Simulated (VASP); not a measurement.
VASP ran on this input.

INCAR:
```
ALGO  =  Normal
EDIFF  =  1E-6
ENCUT  =  300
GGA  =  PE
ISIF  =  2
ISMEAR  =  -1
LASPH  =  .TRUE.
LCHARG  =  .FALSE.
LMAXMIX  =  6
LREAL  =  .FALSE.
LWAVE  =  .FALSE.
NELM  =  100
PREC  =  Accurate
SIGMA  =  0.1
SYSTEM  =  Hf
```

### POSCAR
```
Hf
5.050
  0.3158415842  -0.5470536634   0.0000000000
  0.3158415842   0.5470536634   0.0000000000
  0.0000000000   0.0000000000   1.0000000000
Hf
2
Cartesian
  0.3158415842   0.1823515858   0.2500000000
  0.3158415842  -0.1823515858   0.7500000000
```

### KPOINTS
```
Regular mesh
0
G
  12 12 7
0 0 0
```

POTCAR, in this order: Hf_pv (PBE.64 set). Program: vasp_std.

Task: Write an equivalent input for Quantum ESPRESSO's pw.x.

Result: One equivalent input (not run):
```
&CONTROL
  calculation = 'scf'
  pseudo_dir = './pseudo'
  outdir = './out'
  tprnfor = .true.
  tstress = .true.
/
&SYSTEM
  ibrav = 0
  nat = 2
  ntyp = 1
  ecutwfc = 58
  occupations = 'smearing'
  smearing = 'fermi-dirac'
  degauss = 0.00735
  input_dft = 'pbe'
/
&ELECTRONS
  conv_thr = 7.3e-08
  electron_maxstep = 100
/
ATOMIC_SPECIES
  Hf 178.490 Hf.upf
CELL_PARAMETERS angstrom
     1.5950000   -2.7626210    0.0000000
     1.5950000    2.7626210    0.0000000
     0.0000000    0.0000000    5.0500000
ATOMIC_POSITIONS crystal
  Hf   0.3333330  0.6666670  0.2500000
  Hf   0.6666670  0.3333330  0.7500000
K_POINTS automatic
  12 12 7 0 0 0
```
The two are equivalent in intent, not identical: the potentials are each code's own (VASP's PAW set, PseudoDojo norm-conserving files in pw.x), so ENCUT and ecutwfc are chosen apart and not converted; conv_thr bounds pw.x's estimated SCF error, while EDIFF bounds the energy change between steps.

The structure is a typed Hf crystal (P6_3/mmc). The cell was not relaxed at this level.
